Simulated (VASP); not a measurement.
```
CoGa
1.0
    2.69726     0.00000     0.00000
    0.00000     2.69726     0.00000
    0.00000     0.00000     2.69726
Ga Co
1 1
Direct
  0.50000   0.50000   0.50000
  0.00000   0.00000   0.00000
```

Calculation: PBEsol GGA, VASP's PBE PAW potentials (set 64) (plane waves; VASP 6.6.1). Settings: 500 eV cut-off, 13×13×13 Γ-centred mesh, first-order Methfessel-Paxton smearing of 0.10 eV, potentials Ga_d Co.

Q: Estimate the energy per atom (σ→0), pressure, band gap (on the k-mesh) with the smallest direct gap where there is one.

A: 
```json
{
 "band gap (on the k-mesh)": "none (metal, semimetal or under 0.01 eV)",
 "energy per atom (σ→0)": "-5688 meV/atom",
 "pressure": "44.88 GPa"
}
```

The compound is CoGa in the CsCl type structure. It was relaxed first under an external pressure of 45 GPa. The run is not spin-polarised, so no magnetic state was tried.
